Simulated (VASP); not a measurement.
Method: PBEsol GGA, VASP's PBE PAW potentials (set 64) (plane waves; VASP 6.6.1).

Input for VASP

### INCAR
```
SYSTEM = Ca
PREC = Accurate
ENCUT = 520
EDIFF = 1E-7
NELM = 100
ALGO = Normal
LREAL = .FALSE.
LASPH = .TRUE.
ISMEAR = 1
SIGMA = 0.1
GGA = PS
LWAVE = .FALSE.
LCHARG = .FALSE.
ISIF = 2
```

### POSCAR
```
Ca
1
    0.0000000000     2.7556840172     2.7556840172
    2.7556840172     0.0000000000     2.7556840172
    2.7556840172     2.7556840172     0.0000000000
Ca
1
Direct
  0.0000000000   0.0000000000   0.0000000000
```

File KPOINTS:
```
Automatic
0
G
 12 12 12
0 0 0
```

POTCAR, in this order: Ca_sv (PBE.64 set). Program: vasp_std.

What does the run give for the energy per atom (σ→0), band gap (on the k-mesh)?

```
Quantity                                                     Value
------------------------  ----------------------------------------
energy per atom (σ→0)                               -2.129 eV/atom
band gap (on the k-mesh)  none (metal, semimetal or under 0.01 eV)
```

**OSZICAR**
```
...
DAV:   6    -0.213282032160E+01    0.59987E-02   -0.78392E-03  1766   0.124E+00    0.137E+00
DAV:   7    -0.212980222177E+01    0.30181E-02   -0.14066E-02  1525   0.175E+00    0.905E-02
DAV:   8    -0.212965294486E+01    0.14928E-03   -0.11830E-03  1530   0.344E-01    0.180E-02
DAV:   9    -0.212965923471E+01   -0.62899E-05   -0.93230E-05  2032   0.863E-02    0.472E-03
DAV:  10    -0.212965970693E+01   -0.47222E-06   -0.54304E-06  1803   0.267E-02    0.199E-03
DAV:  11    -0.212965920202E+01    0.50491E-06   -0.36182E-07  1971   0.773E-03    0.118E-03
DAV:  12    -0.212965924724E+01   -0.45228E-07   -0.22580E-08   986   0.145E-03
   1 F= -.21296592E+01 E0= -.21293533E+01  d E =-.917945E-03
```

The compound is Ca in the fcc structure. This cell is one point of a volume scan, at 1.03 of the reference volume.
